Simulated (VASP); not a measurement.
Computed with PBE GGA, VASP's PBE PAW potentials (set 64) (plane waves; VASP).

The input files of a VASP run:

**POSCAR**
```
Zn31Se32
1.0
 11.4825331920   0.0000000000   0.0000000000
  0.0000000000  11.4825331920   0.0000000000
  0.0000000000   0.0000000000  11.4825331920
Zn Se
31 32
Direct
  0.5000000000   0.0000000000   0.0000000000
  0.7500000000   0.2500000000   0.0000000000
  0.7500000000   0.0000000000   0.2500000000
  0.0000000000   0.0000000000   0.0000000000
  0.2500000000   0.2500000000   0.0000000000
  0.5000000000   0.5000000000   0.0000000000
  0.7500000000   0.7500000000   0.0000000000
  0.2500000000   0.0000000000   0.2500000000
  0.5000000000   0.2500000000   0.2500000000
  0.7500000000   0.5000000000   0.2500000000
  0.5000000000   0.0000000000   0.5000000000
  0.7500000000   0.2500000000   0.5000000000
  0.7500000000   0.0000000000   0.7500000000
  0.0000000000   0.5000000000   0.0000000000
  0.2500000000   0.7500000000   0.0000000000
  0.0000000000   0.2500000000   0.2500000000
  0.2500000000   0.5000000000   0.2500000000
  0.5000000000   0.7500000000   0.2500000000
  0.0000000000   0.0000000000   0.5000000000
  0.2500000000   0.2500000000   0.5000000000
  0.7500000000   0.7500000000   0.5000000000
  0.2500000000   0.0000000000   0.7500000000
  0.5000000000   0.2500000000   0.7500000000
  0.7500000000   0.5000000000   0.7500000000
  0.0000000000   0.7500000000   0.2500000000
  0.0000000000   0.5000000000   0.5000000000
  0.2500000000   0.7500000000   0.5000000000
  0.0000000000   0.2500000000   0.7500000000
  0.2500000000   0.5000000000   0.7500000000
  0.5000000000   0.7500000000   0.7500000000
  0.0000000000   0.7500000000   0.7500000000
  0.6250000000   0.1250000000   0.1250000000
  0.8750000000   0.3750000000   0.1250000000
  0.8750000000   0.1250000000   0.3750000000
  0.1250000000   0.1250000000   0.1250000000
  0.3750000000   0.3750000000   0.1250000000
  0.6250000000   0.6250000000   0.1250000000
  0.8750000000   0.8750000000   0.1250000000
  0.3750000000   0.1250000000   0.3750000000
  0.6254110000   0.3791210000   0.3785040000
  0.8750000000   0.6250000000   0.3750000000
  0.6250000000   0.1250000000   0.6250000000
  0.8750000000   0.3750000000   0.6250000000
  0.8750000000   0.1250000000   0.8750000000
  0.1250000000   0.6250000000   0.1250000000
  0.3750000000   0.8750000000   0.1250000000
  0.1250000000   0.3750000000   0.3750000000
  0.3759330000   0.6266830000   0.3753560000
  0.6250000000   0.8750000000   0.3750000000
  0.1250000000   0.1250000000   0.6250000000
  0.3760700000   0.3791300000   0.6264600000
  0.6245310000   0.6225700000   0.6284010000
  0.8750000000   0.8750000000   0.6250000000
  0.3750000000   0.1250000000   0.8750000000
  0.6250000000   0.3750000000   0.8750000000
  0.8750000000   0.6250000000   0.8750000000
  0.1250000000   0.8750000000   0.3750000000
  0.1250000000   0.6250000000   0.6250000000
  0.3750000000   0.8750000000   0.6250000000
  0.1250000000   0.3750000000   0.8750000000
  0.3750000000   0.6250000000   0.8750000000
  0.6250000000   0.8750000000   0.8750000000
  0.1250000000   0.8750000000   0.8750000000
```

### KPOINTS
```
Regular mesh
0
G
1 1 1
0 0 0
```

**INCAR**
```
# general
SYSTEM   =  Zn31Se32
PREC     =  Normal
ENCUT    =  400
LREAL    =  Auto
LASPH    =  .TRUE.
ISYM     =  0
NELECT   =  566.0

# electronic loop
EDIFF    =  1E-5
NELM     =  100
NELMIN   =  4
ALGO     =  Fast
LMAXMIX  =  4

# smearing
ISMEAR   =  0
SIGMA    =  0.05

# functional
GGA      =  PE

# ions
IBRION   =  2
NSW      =  60
ISIF     =  2
EDIFFG   =  -0.03

# output
LWAVE    =  .FALSE.
LCHARG   =  .FALSE.
```

POTCAR, in this order: Zn Se (PBE.64 set). Program: vasp_gam.

Output of the run:

File OSZICAR:
```
...
RMM:   8    -0.183644518746E+03   -0.14396E+00   -0.18764E+00   690   0.239E+00    0.315E+00
RMM:   9    -0.183596000844E+03    0.48518E-01   -0.61364E-01   678   0.192E+00    0.168E+00
RMM:  10    -0.183582233970E+03    0.13767E-01   -0.13388E-01   683   0.957E-01    0.359E-01
RMM:  11    -0.183585895476E+03   -0.36615E-02   -0.26813E-02   691   0.273E-01    0.326E-01
RMM:  12    -0.183585461743E+03    0.43373E-03   -0.10403E-02   678   0.260E-01    0.127E-01
RMM:  13    -0.183585477602E+03   -0.15859E-04   -0.17054E-03   678   0.891E-02    0.450E-02
RMM:  14    -0.183585513104E+03   -0.35502E-04   -0.37674E-04   700   0.421E-02    0.132E-02
RMM:  15    -0.183585520636E+03   -0.75319E-05   -0.89886E-05   636   0.190E-02
   1 F= -.18358552E+03 E0= -.18358552E+03  d E =-.183586E+03
       N       E                     dE             d eps       ncg     rms          rms(c)
DAV:   1    -0.183799351038E+03   -0.21384E+00   -0.70849E+01   732   0.132E+01    0.131E+00
RMM:   2    -0.183837745586E+03   -0.38395E-01   -0.50591E-01   678   0.146E+00    0.493E-01
RMM:   3    -0.183840362692E+03   -0.26171E-02   -0.67637E-02   679   0.493E-01    0.323E-01
RMM:   4    -0.183840193985E+03    0.16871E-03   -0.13784E-02   701   0.259E-01    0.278E-01
RMM:   5    -0.183839638341E+03    0.55564E-03   -0.48629E-03   678   0.112E-01    0.684E-02
RMM:   6    -0.183839699926E+03   -0.61586E-04   -0.11146E-03   701   0.494E-02    0.547E-02
RMM:   7    -0.183839690562E+03    0.93642E-05   -0.23686E-04   627   0.275E-02    0.251E-02
RMM:   8    -0.183839701184E+03   -0.10622E-04   -0.94012E-05   549   0.149E-02    0.115E-02
RMM:   9    -0.183839700322E+03    0.86190E-06   -0.19555E-05   426   0.947E-03
   2 F= -.18383970E+03 E0= -.18383970E+03  d E =-.254180E+00
       N       E                     dE             d eps       ncg     rms          rms(c)
DAV:   1    -0.183886363024E+03   -0.46662E-01   -0.52545E+01   724   0.115E+01    0.116E+00
RMM:   2    -0.183913623426E+03   -0.27260E-01   -0.36297E-01   678   0.124E+00    0.431E-01
RMM:   3    -0.183915410251E+03   -0.17868E-02   -0.48561E-02   678   0.423E-01    0.281E-01
RMM:   4    -0.183915213613E+03    0.19664E-03   -0.95953E-03   695   0.220E-01    0.233E-01
RMM:   5    -0.183914840079E+03    0.37353E-03   -0.33506E-03   678   0.980E-02    0.626E-02
RMM:   6    -0.183914896666E+03   -0.56587E-04   -0.84459E-04   702   0.424E-02    0.468E-02
RMM:   7    -0.183914890753E+03    0.59126E-05   -0.16547E-04   622   0.238E-02    0.202E-02
RMM:   8    -0.183914898800E+03   -0.80466E-05   -0.55288E-05   502   0.116E-02
   3 F= -.18391490E+03 E0= -.18391490E+03  d E =-.329378E+00
       N       E                     dE             d eps       ncg     rms          rms(c)
DAV:   1    -0.183945237874E+03   -0.30347E-01   -0.88555E+00   716   0.500E+00    0.606E-01
RMM:   2    -0.183954253628E+03   -0.90158E-02   -0.11176E-01   678   0.557E-01    0.202E-01
RMM:   3    -0.183955281795E+03   -0.10282E-02   -0.14523E-02   678   0.214E-01    0.160E-01
RMM:   4    -0.183955251958E+03    0.29837E-04   -0.23665E-03   691   0.944E-02    0.121E-01
RMM:   5    -0.183955175965E+03    0.75992E-04   -0.83612E-04   678   0.514E-02    0.295E-02
RMM:   6    -0.183955187715E+03   -0.11750E-04   -0.17140E-04   636   0.211E-02    0.229E-02
RMM:   7    -0.183955182881E+03    0.48342E-05   -0.72269E-05   517   0.136E-02
   4 F= -.18395518E+03 E0= -.18395518E+03  d E =-.402841E-01
       N       E                     dE             d eps       ncg     rms          rms(c)
DAV:   1    -0.183959829649E+03   -0.46419E-02   -0.15149E+01   700   0.654E+00    0.790E-01
RMM:   2    -0.183975197316E+03   -0.15368E-01   -0.19049E-01   678   0.730E-01    0.264E-01
RMM:   3    -0.183976939086E+03   -0.17418E-02   -0.24689E-02   678   0.279E-01    0.210E-01
RMM:   4    -0.183976895163E+03    0.43922E-04   -0.40581E-03   693   0.125E-01    0.162E-01
RMM:   5    -0.183976757521E+03    0.13764E-03   -0.14485E-03   678   0.670E-02    0.388E-02
RMM:   6    -0.183976776967E+03   -0.19446E-04   -0.29101E-04   676   0.277E-02    0.305E-02
RMM:   7    -0.183976767194E+03    0.97725E-05   -0.11535E-04   567   0.173E-02    0.141E-02
RMM:   8    -0.183976768434E+03   -0.12396E-05   -0.19081E-05   433   0.781E-03
   5 F= -.18397677E+03 E0= -.18397677E+03  d E =-.618696E-01
       N       E                     dE             d eps       ncg     rms          rms(c)
DAV:   1    -0.183990222632E+03   -0.13455E-01   -0.59383E+00   716   0.414E+00    0.410E-01
RMM:   2    -0.183996323978E+03   -0.61013E-02   -0.73526E-02   678   0.405E-01    0.142E-01
RMM:   3    -0.183997291192E+03   -0.96721E-03   -0.10349E-02   681   0.150E-01    0.129E-01
RMM:   4    -0.183997301207E+03   -0.10016E-04   -0.13872E-03   690   0.655E-02    0.935E-02
RMM:   5    -0.183997275797E+03    0.25410E-04   -0.52290E-04   679   0.367E-02    0.207E-02
RMM:   6    -0.183997276453E+03   -0.65668E-06   -0.69567E-05   511   0.149E-02
   6 F= -.18399728E+03 E0= -.18399728E+03  d E =-.205080E-01
       N       E                     dE             d eps       ncg     rms          rms(c)
DAV:   1    -0.183982088397E+03    0.15187E-01   -0.28055E+01   700   0.901E+00    0.904E-01
RMM:   2    -0.184011676513E+03   -0.29588E-01   -0.35686E-01   678   0.912E-01    0.318E-01
RMM:   3    -0.184016382137E+03   -0.47056E-02   -0.50216E-02   682   0.334E-01    0.286E-01
RMM:   4    -0.184016505538E+03   -0.12340E-03   -0.68607E-03   693   0.154E-01    0.227E-01
RMM:   5    -0.184016342030E+03    0.16351E-03   -0.29810E-03   678   0.837E-02    0.554E-02
RMM:   6    -0.184016330472E+03    0.11559E-04   -0.35465E-04   684   0.344E-02    0.476E-02
RMM:   7    -0.184016274326E+03    0.56146E-04   -0.21121E-04   605   0.202E-02    0.139E-02
RMM:   8    -0.184016278052E+03   -0.37263E-05   -0.60026E-05   475   0.965E-03
   7 F= -.18401628E+03 E0= -.18401628E+03  d E =-.395096E-01
       N       E                     dE             d eps       ncg     rms          rms(c)
DAV:   1    -0.184009238996E+03    0.70353E-02   -0.86075E+00   700   0.490E+00    0.672E-01
RMM:   2    -0.184024654252E+03   -0.15415E-01   -0.18191E-01   678   0.609E-01    0.206E-01
RMM:   3    -0.184026902315E+03   -0.22481E-02   -0.24177E-02   682   0.230E-01    0.189E-01
RMM:   4    -0.184026936708E+03   -0.34393E-04   -0.31332E-03   689   0.103E-01    0.139E-01
RMM:   5    -0.184026862193E+03    0.74516E-04   -0.11025E-03   679   0.557E-02    0.316E-02
RMM:   6    -0.184026870449E+03   -0.82566E-05   -0.15504E-04   612   0.211E-02    0.240E-02
RMM:   7    -0.184026855743E+03    0.14706E-04   -0.64648E-05   481   0.121E-02    0.829E-03
RMM:   8    -0.184026856740E+03   -0.99684E-06   -0.18309E-05   433   0.609E-03
   8 F= -.18402686E+03 E0= -.18402686E+03  d E =-.105787E-01
       N       E                     dE             d eps       ncg     rms          rms(c)
DAV:   1    -0.184026860771E+03   -0.50274E-05   -0.15203E-02   732   0.206E-01    0.289E-02
RMM:   2    -0.184026886202E+03   -0.25431E-04   -0.30816E-04   637   0.241E-02    0.913E-03
RMM:   3    -0.184026889913E+03   -0.37109E-05   -0.41905E-05   437   0.920E-03    0.807E-03
RMM:   4    -0.184026889697E+03    0.21609E-06   -0.54369E-06   392   0.437E-03
   9 F= -.18402689E+03 E0= -.18402689E+03  d E =-.106116E-01
       N       E                     dE             d eps       ncg     rms          rms(c)
DAV:   1    -0.184027602798E+03   -0.71289E-03   -0.10633E+00   708   0.178E+00    0.199E-01
RMM:   2    -0.184028555765E+03   -0.95297E-03   -0.10435E-02   678   0.195E-01    0.684E-02
RMM:   3    -0.184028660267E+03   -0.10450E-03   -0.13462E-03   680   0.724E-02    0.466E-02
RMM:   4    -0.184028668510E+03   -0.82429E-05   -0.22074E-04   696   0.332E-02    0.362E-02
RMM:   5    -0.184028665553E+03    0.29566E-05   -0.56383E-05   570   0.161E-02
  10 F= -.18402867E+03 E0= -.18402867E+03  d E =-.177586E-02
```

File OUTCAR:
```
------------------------ aborting loop because EDIFF is reached ----------------------------------------
  FORCE on cell =-STRESS in cart. coord.  units (eV):
  Direction    XX          YY          ZZ          XY          YZ          ZX
  --------------------------------------------------------------------------------------
  Total       11.9277069     11.9032596     11.9268806      0.0467422     -0.0025185      0.0303464
  in kB       12.6227625     12.5968906     12.6218881      0.0494660     -0.0026653      0.0321148
  external PRESSURE =      12.6138471 kB  Pullay stress =       0.0000000 kB
  volume of cell :     1513.96
      direct lattice vectors                 reciprocal lattice vectors
    11.482533192  0.000000000  0.000000000     0.087088797  0.000000000  0.000000000
     0.000000000 11.482533192  0.000000000     0.000000000  0.087088797  0.000000000
     0.000000000  0.000000000 11.482533192     0.000000000  0.000000000  0.087088797
  FREE ENERGIE OF THE ION-ELECTRON SYSTEM (eV)
  ---------------------------------------------------
  free  energy   TOTEN  =      -184.0286655534 eV

  energy  without entropy=     -184.0286655534  energy(sigma->0) =     -184.02866555

 reached required accuracy - stopping structural energy minimisation
```
(Selected blocks of OUTCAR.)

### CONTCAR
```
Zn31Se32
   1.00000000000000
    11.4825331920000000    0.0000000000000000    0.0000000000000000
     0.0000000000000000   11.4825331920000000    0.0000000000000000
     0.0000000000000000    0.0000000000000000   11.4825331920000000
  Zn              Se
    31    32
Direct
     0.5000276682350030    0.0004122318782757    0.0002210347520577
     0.7490389084441182    0.2509135236142243    0.9995383896504721
     0.7489893225730684    0.9993947404296608    0.2511583168726908
     0.0000268173327934    0.0000537196443135    0.0001093603674594
     0.2511391679531999    0.2510748487737783    0.0007580277066016
     0.4999983363600988    0.5000022340923207    0.0002192355393789
     0.7489725333630720    0.7490508002514117    0.0006798291882401
     0.2511533716842443    0.0008535631612354    0.2512127585085944
     0.5075912237629314    0.2548402068865303    0.2548978224775615
     0.7456527422294278    0.4927145378563433    0.2546504591816780
     0.4999716631094860    0.0001150449452619    0.5000075881566219
     0.7455882630118923    0.2545700028082439    0.4927261658577634
     0.7489085703610999    0.0006727068869511    0.7489741441413297
     0.0000368561747076    0.5000064930588297    0.0003074274568385
     0.2509636389591470    0.7491562562551375    0.9995222958302081
     0.0006889581880832    0.2510687398184348    0.2511471908889445
     0.2544090301051323    0.5074576056687767    0.2544098694274821
     0.4926368975591710    0.7459249019223522    0.2543831148835851
     0.9999626107012642    0.0002443589769345    0.5000830464163780
     0.2545573966917480    0.2546416941403022    0.5075802903264252
     0.7456903428429544    0.7456440212651141    0.5076337030016760
     0.2510470931071790    0.9994126685327451    0.7490198454893853
     0.4926095716763693    0.2545124987583897    0.7456436077920623
     0.7458594842479396    0.5073161180526086    0.7460673947194530
     0.9994095283184831    0.7491342772561564    0.2511529492960680
     0.0000765039704727    0.5000252978072522    0.5000096119104155
     0.2543438379395566    0.7458714042100461    0.4926373199977595
     0.9994653724610165    0.2509830815963938    0.7490745346240830
     0.2542590044477170    0.4927594065514531    0.7458678273914424
     0.5074587876333913    0.7457925084607511    0.7459863172759283
     0.0006059752037566    0.7490820967388122    0.7490120726819989
     0.6252611293583556    0.1247622620712341    0.1248438427779018
     0.8753951752087442    0.3747629689146830    0.1247032291199645
     0.8753928248157739    0.1247030738252440    0.3748154537840614
     0.1251061227426347    0.1251425703165922    0.1251353345635733
     0.3752033031110633    0.3751701691092851    0.1263583845684562
     0.6248792767336269    0.6249198215102628    0.1262795270851264
     0.8749313432075306    0.8749683295107242    0.1251420028245660
     0.3752253473949270    0.1264176815999405    0.3752767408368706
     0.6194323033717881    0.3810300436560072    0.3810141751574486
     0.8738215706401827    0.6249379431628016    0.3752838705247145
     0.6248410185303914    0.1262812254631494    0.6248985850462628
     0.8738729135798949    0.3752041019224659    0.6249569512532738
     0.8749241451998283    0.1251034626781690    0.8749792126831923
     0.1245680798491403    0.6253410093337863    0.1246606625317152
     0.3747434390306703    0.8756714342234868    0.1245790079436694
     0.1262911350300640    0.3751994945456123    0.3752135786913093
     0.3804568377412649    0.6198464333159728    0.3804622374389611
     0.6248946809148171    0.8738001163007727    0.3752918486152259
     0.1246425203094813    0.1246730003058729    0.6253099230665881
     0.3805568276934611    0.3808115033724979    0.6196817890662510
     0.6196637510622943    0.6195727104810581    0.6199486933042415
     0.8754801791537233    0.8755685700973614    0.6253254482301012
     0.3747672689240262    0.1246844165380122    0.8754665820387545
     0.6248478150284743    0.3751519882293601    0.8739365946521285
     0.8755817356990677    0.6253068334049742    0.8756364033831991
     0.1245266693182431    0.8756756244636352    0.3747914842954116
     0.1262065920448739    0.6249447166806944    0.6248910362125177
     0.3752124240794403    0.8738256296673258    0.6249427626686405
     0.1245531642328821    0.3747819674088214    0.8756229503568553
     0.3751859767783628    0.6248995902384105    0.8739474882450864
     0.6252574937293075    0.8756703082846394    0.8756572628850040
     0.1250824568371386    0.8749734090681106    0.8749763843383398
```

The cell is charged, with a uniform compensating background. The supercell is sampled at Γ alone, which is coarse: total energies, pressure and levels can be off, energies of defects by several tenths of an eV.

The cell is a supercell with a defect, built from ZnSe (zinc blende): vac_Zn, charge -2. The run is not spin-polarised, so no state with unpaired spins was tried.
